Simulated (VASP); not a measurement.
## Te2Mo: what each functional gives, and what it costs

Which functional reproduces the measured band gap of Te2Mo, and what does it cost? The levels: LDA, PBE, r2SCAN, TB-mBJ, TPSS, SCAN, HSE06, B3LYP, HSE03, PBE + SOC and TB-mBJ + SOC. The start is a cell from a database of measured crystal structures.

Method: LDA; plane waves and PAW (Te, Mo_sv), in the first sound run; inputs show where later runs differ, in VASP 6.6.1.

**What experiment says.**

“Surface transport and band gap structure of exfoliated 2H-MoTe2 crystals” (2014, arxiv:1407.1219) reports for MoTe2, 2H (alpha), by scanning tunneling spectroscopy (um-thick flakes cleaved in ultrahigh vacuum, 77 K): band gap (smallest (indirect) quasiparticle gap from STS band onsets) 0.96 ± 0.02 eV [Surface tunneling gap from averaged dI/dV curve, with band onsets linearly extrapolated …].

### Step 1. The structure

It takes space group P6_3/mmc (No. 194, hexagonal). The conventional cell has a = 3.518 Å, b = 3.518 Å, c = 13.974 Å, α = 90.00°, β = 90.00°, γ = 120.00°. Nearest to Te lie 3 Mo at 2.72 Å. Mo has 6 Te at 2.72 Å nearest. Farther neighbours and most contacts between anions are not listed.

### Step 2. Bands with LDA, k 5×5×1

The mesh alone shows little of the dispersion and can miss band extrema, so KPOINTS_OPT adds a path through the symmetry points after the self-consistent cycle. LDA, the lowest rung, knows the local density alone.

Input file INCAR:

```
SYSTEM = Te2Mo
PREC = Accurate
ENCUT = 400
EDIFF = 1E-06
NELM = 100
ISMEAR = 0
SIGMA = 0.02
LREAL = .FALSE.
ALGO = Normal
GGA = CA
NBANDS = 42
LASPH = .TRUE.
LORBIT = 11
LWAVE = .FALSE.
LCHARG = .FALSE.
KPAR = 2
NCORE = 4
```

Input file POSCAR:

```
Te2Mo
1.0
    3.5182000000      0.0000000000      0.0000000000
   -1.7591000000      3.0468505756      0.0000000000
    0.0000000000      0.0000000000     13.9736000000
Te Mo
4 2
Direct
    0.3333333333      0.6666666667      0.6210000000
    0.6666666667      0.3333333333      0.1210000000
    0.3333333333      0.6666666667      0.8790000000
    0.6666666667      0.3333333333      0.3790000000
    0.3333333333      0.6666666667      0.2500000000
    0.6666666667      0.3333333333      0.7500000000
```

Input file KPOINTS:

```
Automatic mesh
0
Gamma
5 5 1
0 0 0
```

Input file KPOINTS_OPT:

```
Line mode
16
Line-mode
Reciprocal
  0.00000000   0.00000000   0.00000000 GAMMA
  0.50000000   0.00000000   0.00000000 M

  0.50000000   0.00000000   0.00000000 M
  0.33333333   0.33333333   0.00000000 K

  0.33333333   0.33333333   0.00000000 K
  0.00000000   0.00000000   0.00000000 GAMMA

  0.00000000   0.00000000   0.00000000 GAMMA
  0.00000000   0.00000000   0.50000000 A

  0.00000000   0.00000000   0.50000000 A
  0.50000000   0.00000000   0.50000000 L

  0.50000000   0.00000000   0.50000000 L
  0.33333333   0.33333333   0.50000000 H

  0.33333333   0.33333333   0.50000000 H
  0.00000000   0.00000000   0.50000000 A

  0.50000000   0.00000000   0.50000000 L
  0.50000000   0.00000000   0.00000000 M

  0.33333333   0.33333333   0.00000000 K
  0.33333333   0.33333333   0.50000000 H
```

PAW data sets: Te and Mo_sv (PBE family, release 64).

The run is started by

```bash
$ mpirun -np 8 vasp_std
```

Numbers of over 12 decimals in the logs are rounded to 6 here.

The log of the run:

```text
[banner, memory and clock lines left out]
running    8 mpi-ranks, on    1 nodes
 distrk:  each k-point on    4 cores,    2 groups
 distr:  one band on    4 cores,    1 groups

 POSCAR found type information on POSCAR TeMo
 POSCAR found :  2 types and       6 ions
|                                                                             |
|               ----> ADVICE to this user running VASP <----                  |
|                                                                             |
|     You enforced a specific xc type in the INCAR file but a different       |
|     [... a line on the potential file left out ...]
|     I HOPE YOU KNOW WHAT YOU ARE DOING!                                     |
|                                                                             |

 LDA part: xc-table for (Slater(with rela. corr.)+CA(PZ))
 , standard interpolation
 POSCAR, INCAR and KPOINTS ok, starting setup
 FFT: planning ... GRIDC
 FFT: planning ... GRID_SOFT
 FFT: planning ... GRID
 WAVECAR not read
 entering main loop
       N       E                     dE             d eps       ncg     rms          rms(c)
DAV:   1     0.305075332633E+03    0.30508E+03   -0.23442E+04   492   0.902E+02
DAV:   2    -0.269310733635E+02   -0.33201E+03   -0.31859E+03   488   0.247E+02
DAV:   3    -0.426333829810E+02   -0.15702E+02   -0.15378E+02   496   0.474E+01
DAV:   4    -0.429128877197E+02   -0.27950E+00   -0.27922E+00   488   0.646E+00
DAV:   5    -0.429204474645E+02   -0.75597E-02   -0.75593E-02   502   0.105E+00    0.232E+01
DAV:   6    -0.419272702655E+02    0.99318E+00   -0.63033E+00   454   0.121E+01    0.902E+00
DAV:   7    -0.418165747780E+02    0.11070E+00   -0.47492E+00   432   0.977E+00    0.641E+00
DAV:   8    -0.412891628649E+02    0.52741E+00   -0.10019E+00   472   0.493E+00    0.208E+00
DAV:   9    -0.412929517207E+02   -0.37889E-02   -0.15236E-01   478   0.150E+00    0.120E+00
DAV:  10    -0.412850705056E+02    0.78812E-02   -0.28247E-02   468   0.842E-01    0.278E-01
DAV:  11    -0.412851921621E+02   -0.12166E-03   -0.12851E-03   542   0.138E-01    0.178E-01
DAV:  12    -0.412852705054E+02   -0.78343E-04   -0.18535E-04   476   0.639E-02    0.202E-01
DAV:  13    -0.412851693202E+02    0.10119E-03   -0.37829E-04   468   0.954E-02    0.300E-02
DAV:  14    -0.412851702800E+02   -0.95979E-06   -0.12192E-05   500   0.135E-02    0.293E-02
DAV:  15    -0.412851700227E+02    0.25730E-06   -0.24518E-07   272   0.212E-03
   1 F= -.41285170E+02 E0= -.41285170E+02  d E =-.421998E-21
 Start KPOINTS_OPT (optional k-point list driver)
k-point batch [1-5\144]
       N       E                     dE             ncg
DAV:   1    -0.741687350662E+02   -0.48704E+03      484
DAV:   2    -0.193123794977E+04   -0.18571E+04      510
DAV:   3    -0.200906652863E+04   -0.77829E+02      488
DAV:   4    -0.201057591546E+04   -0.15094E+01      504
DAV:   5    -0.201062837438E+04   -0.52459E-01      528
DAV:   6    -0.201062872865E+04   -0.35427E-03      536
DAV:   7    -0.201062873749E+04   -0.88467E-05      544
DAV:   8    -0.201062873767E+04   -0.17409E-06      384
[...]
k-point batch [141-144\144]
       N       E                     dE             ncg
DAV:   1     0.140366325800E+04   -0.72062E+04      400
DAV:   2     0.119722392387E+03   -0.12839E+04      410
DAV:   3     0.624921324901E+02   -0.57230E+02      392
DAV:   4     0.615945032365E+02   -0.89763E+00      356
DAV:   5     0.615725424506E+02   -0.21961E-01      344
DAV:   6     0.615716867401E+02   -0.85571E-03      378
DAV:   7     0.615716479242E+02   -0.38816E-04      344
DAV:   8     0.615716460912E+02   -0.18330E-05      314
DAV:   9     0.615716460003E+02   -0.90954E-07      184
```

The job ended after 34 s (8 MPI ranks of Intel Xeon 6975P-C (Granite Rapids), shared host; peak memory 1.2 GiB; 4 min of CPU time).

Lines that name or quote the potential files are left out of all logs, and their timing lines are given in words.

OUTCAR, selected parts (step 2):

```text
ion  position               nearest neighbor table
   1  0.333  0.667  0.621-   6 2.72   6 2.72   6 2.72   3 3.61
   2  0.667  0.333  0.121-   5 2.72   5 2.72   5 2.72   4 3.61
   3  0.333  0.667  0.879-   6 2.72   6 2.72   6 2.72   1 3.61
   4  0.667  0.333  0.379-   5 2.72   5 2.72   5 2.72   2 3.61
   5  0.333  0.667  0.250-   2 2.72   4 2.72   2 2.72   4 2.72   2 2.72   4 2.72
   6  0.667  0.333  0.750-   1 2.72   3 2.72   1 2.72   3 2.72   1 2.72   3 2.72

  LATTYP: Found a hexagonal cell.
 ALAT       =     3.5182000000
 C/A-ratio  =     3.9718037633

 Subroutine GETGRP returns: Found 24 space group operations
 (whereof 12 operations were pure point group operations)

The static configuration has the point symmetry D_3d.
 The point group associated with its full space group is D_6h.

 Found      5 irreducible k-points:

   k-points           NKPTS =      5   k-points in BZ     NKDIM =      5   number of bands    NBANDS=     42

   dimension x,y,z NGX =    24 NGY =   24 NGZ =   96
   dimension x,y,z NGXF=    48 NGYF=   48 NGZF=  192

   ENCUT  =  400.0 eV  29.40 Ry    5.42 a.u.   5.74  5.74 22.79*2*pi/ulx,y,z

   NELECT =      52.0000    total number of electrons

 k-points in reciprocal lattice and weights: Automatic mesh
   0.00000000  0.00000000  0.00000000       0.040
   0.20000000 -0.00000000  0.00000000       0.240
   0.40000000 -0.00000000  0.00000000       0.240
   0.20000000  0.20000000  0.00000000       0.240
   0.40000000  0.20000000  0.00000000       0.240

 average (electrostatic) potential at core
       1 -85.9602       2 -85.9602       3 -85.9602       4 -85.9602       5 -73.2438
       6 -73.2438

 E-fermi :   8.0121

 k-point     1 :       0.0000    0.0000    0.0000
  band No.  band energies     occupation
    ...
     22       6.8141      2.00000
     23       6.8493      2.00000
     24       6.8493      2.00000
     25       7.5807      2.00000
     26       7.8832      2.00000
     27      10.7770      0.00000
     28      10.7770      0.00000
     29      10.9085      0.00000
     30      10.9085      0.00000
     31      11.0027      0.00000
    ...

 k-point     2 :       0.2000   -0.0000    0.0000
  band No.  band energies     occupation
    ...
     22       6.4967      2.00000
     23       6.5029      2.00000
     24       6.8570      2.00000
     25       7.2383      2.00000
     26       7.4212      2.00000
     27       9.3443      0.00000
     28       9.7904      0.00000
     29       9.8101      0.00000
     30      10.0434      0.00000
     31      10.3220      0.00000
    ...

 k-point     3 :       0.4000   -0.0000    0.0000
  band No.  band energies     occupation
    ...
     22       6.3140      2.00000
     23       6.6145      2.00000
     24       6.8778      2.00000
     25       7.1657      2.00000
     26       7.3859      2.00000
     27       9.1257      0.00000
     28       9.1934      0.00000
     29       9.3378      0.00000
     30       9.6046      0.00000
     31      10.2715      0.00000
    ...

  Total       -2.3909007     -2.3909007     -1.9987828      0.0000000      0.0000000      0.0000000
  in kB      -25.5736153    -25.5736153    -21.3794338      0.0000000      0.0000000      0.0000000
  external PRESSURE =     -24.1755548 kB  Pullay stress =       0.0000000 kB

  energy-cutoff  :      400.00
  volume of cell :      149.79
      direct lattice vectors                 reciprocal lattice vectors
     3.518200000  0.000000000  0.000000000     0.284236257  0.164103880  0.000000000
    -1.759100000  3.046850576  0.000000000     0.000000000  0.328207759  0.000000000
     0.000000000  0.000000000 13.973600000     0.000000000  0.000000000  0.071563520

 POSITION                                       TOTAL-FORCE (eV/Angst)
 -----------------------------------------------------------------------------------
     -0.00000      2.03123      8.67761         0.000000      0.000000      0.242061
      1.75910      1.01562      1.69081         0.000000     -0.000000      0.242061
     -0.00000      2.03123     12.28279        -0.000000      0.000000     -0.242061
      1.75910      1.01562      5.29599         0.000000     -0.000000     -0.242061
     -0.00000      2.03123      3.49340        -0.000000      0.000000      0.000000
      1.75910      1.01562     10.48020         0.000000     -0.000000      0.000000
 -----------------------------------------------------------------------------------
    total drift:                               -0.000000      0.000000     -0.000000

  FREE ENERGIE OF THE ION-ELECTRON SYSTEM (eV)
  ---------------------------------------------------
  free  energy   TOTEN  =       -41.2851700227 eV

  energy  without entropy=      -41.2851700227  energy(sigma->0) =      -41.28517002

 total charge
# of ion       s       p       d       tot
------------------------------------------
    1        1.393   1.977   0.063   3.433
    2        1.393   1.977   0.063   3.433
    3        1.393   1.977   0.063   3.433
    4        1.393   1.977   0.063   3.433
    5        2.257   6.146   4.011  12.414
    6        2.257   6.146   4.011  12.414
--------------------------------------------------
tot         10.085  20.202   8.275  38.562

[... 2 further parts left out ...]
```

Spin-orbit coupling is off here; with elements this heavy it splits and shifts levels by tenths of an eV or more. The PAW data sets were made with PBE, though LDA sets exist; this is a small mismatch. At this level the cell is under a tension of 2.4 GPa, so at these settings it is away from equilibrium.

Numbers from this step:

```
SCF cycles                        : 15
electrons                         : 52
bands                             : 42
irreducible k-points              : 5
symmetry operations               : 24
free energy (TOTEN)               : -41.29 eV
Fermi energy                      : 8.012 eV
pressure                          : -2.418 GPa
metallic                          : no
least gap on mesh and path        : 0.6704 eV
least direct gap on mesh and path : 1.033 eV
valence top at k                  : 0, 0, 0
conduction bottom at k            : 0.2, 0.2, 0
least direct gap at k             : 0.3333, 0.3333, 0
```

Electronic bands along the path, in eV, zero at the valence-band top; v1 is the highest filled band, c1 the lowest empty one:

| point | v4 | v3 | v2 | v1 | c1 | c2 | c3 | c4 |
| --- | --- | --- | --- | --- | --- | --- | --- | --- |
| Γ | -1.03 | -1.03 | -0.30 | 0.00 | 2.89 | 2.89 | 3.03 | 3.03 |
| 0.53 of the way | -1.15 | -1.09 | -0.98 | -0.92 | 1.10 | 1.73 | 1.77 | 1.93 |
| M | -1.01 | -0.96 | -0.61 | -0.31 | 1.24 | 1.30 | 1.42 | 1.76 |
| 0.53 of the way | -1.93 | -1.62 | -0.53 | -0.28 | 1.14 | 1.26 | 1.69 | 1.78 |
| K | -1.82 | -1.82 | -0.34 | -0.10 | 0.93 | 0.93 | 1.13 | 2.16 |
| 0.53 of the way | -1.07 | -0.90 | -0.72 | -0.68 | 0.89 | 1.57 | 1.63 | 1.63 |
| Γ | -1.03 | -1.03 | -0.30 | 0.00 | 2.89 | 2.89 | 3.03 | 3.03 |
| 0.47 of the way | -1.04 | -1.04 | -0.21 | -0.01 | 2.90 | 2.90 | 2.98 | 2.98 |
| A | -1.05 | -1.05 | -0.08 | -0.08 | 2.93 | 2.93 | 2.93 | 2.93 |
| 0.47 of the way | -1.27 | -1.27 | -0.80 | -0.80 | 1.50 | 1.50 | 2.09 | 2.09 |
| L | -0.97 | -0.97 | -0.46 | -0.46 | 1.26 | 1.26 | 1.61 | 1.61 |
| 0.53 of the way | -1.88 | -1.88 | -0.40 | -0.40 | 1.22 | 1.22 | 1.80 | 1.80 |
| H | -1.98 | -1.98 | -0.24 | -0.24 | 0.94 | 0.94 | 1.60 | 1.60 |
| 0.53 of the way | -1.03 | -1.03 | -0.74 | -0.74 | 1.17 | 1.17 | 1.76 | 1.76 |
| A | -1.05 | -1.05 | -0.08 | -0.08 | 2.93 | 2.93 | 2.93 | 2.93 |
| jump to L | -0.97 | -0.97 | -0.46 | -0.46 | 1.26 | 1.26 | 1.61 | 1.61 |
| 0.47 of the way | -0.99 | -0.96 | -0.56 | -0.36 | 1.25 | 1.29 | 1.49 | 1.71 |
| M | -1.01 | -0.96 | -0.61 | -0.31 | 1.24 | 1.30 | 1.42 | 1.76 |
| jump to K | -1.82 | -1.82 | -0.34 | -0.10 | 0.93 | 0.93 | 1.13 | 2.16 |
| 0.53 of the way | -1.90 | -1.90 | -0.31 | -0.15 | 0.94 | 0.94 | 1.28 | 1.95 |
| H | -1.98 | -1.98 | -0.24 | -0.24 | 0.94 | 0.94 | 1.60 | 1.60 |

Of the projections kept (Te, Mo), the largest for each band there; the rest of the weight can lie on other orbitals:

| point | v4 | v3 | v2 | v1 | c1 | c2 | c3 | c4 |
| --- | --- | --- | --- | --- | --- | --- | --- | --- |
| Γ | Mo 0.78 | Mo 0.78 | Te 0.94 | Mo 0.78 | Te 0.72 | Te 0.72 | Te 0.75 | Te 0.75 |
| M | Mo 0.65 | Mo 0.79 | Te 0.81 | Te 0.75 | Mo 0.95 | Mo 0.93 | Mo 0.93 | Mo 0.93 |
| K | Te 0.56 | Te 0.56 | Mo 0.90 | Mo 0.87 | Mo 0.94 | Mo 0.94 | Mo 0.80 | Mo 0.76 |
| Γ | Mo 0.78 | Mo 0.78 | Te 0.94 | Mo 0.78 | Te 0.72 | Te 0.72 | Te 0.75 | Te 0.75 |
| A | Mo 0.78 | Mo 0.78 | Mo 0.65 | Mo 0.65 | Te 0.73 | Te 0.73 | Te 0.73 | Te 0.73 |
| L | Mo 0.72 | Mo 0.72 | Te 0.78 | Te 0.78 | Mo 0.94 | Mo 0.94 | Mo 0.93 | Mo 0.93 |

Force by atom:

| atom | x (eV/Å) | y (eV/Å) | z (eV/Å) | size |
| --- | --- | --- | --- | --- |
| Te1 | 0.000 | 0.000 | 0.242 | 0.242 |
| Te2 | 0.000 | 0.000 | 0.242 | 0.242 |
| Te3 | 0.000 | 0.000 | -0.242 | 0.242 |
| Te4 | 0.000 | 0.000 | -0.242 | 0.242 |
| Mo5 | 0.000 | 0.000 | 0.000 | 0.000 |
| Mo6 | 0.000 | 0.000 | 0.000 | 0.000 |

The gap is 0.67 eV, indirect, from Γ to a point between the labelled ones.

(Part 1 of 6 ends here.)

[Lines on the potential files, build, host, timing and source positions are cut from VASP's logs without a mark.]

[Logs are printed without paths, hosts, clocks, repeated set-up lines and the standing remarks that a program may print on its own settings, such as how far it seeks lower states.]

[Hosts, paths, dates, database ids (printed as entryN), source tags and the programs' standing remarks are cut or masked in the printed files.]

[A measured line is paired with the nearest computed mode of its activity, which favours agreement.]
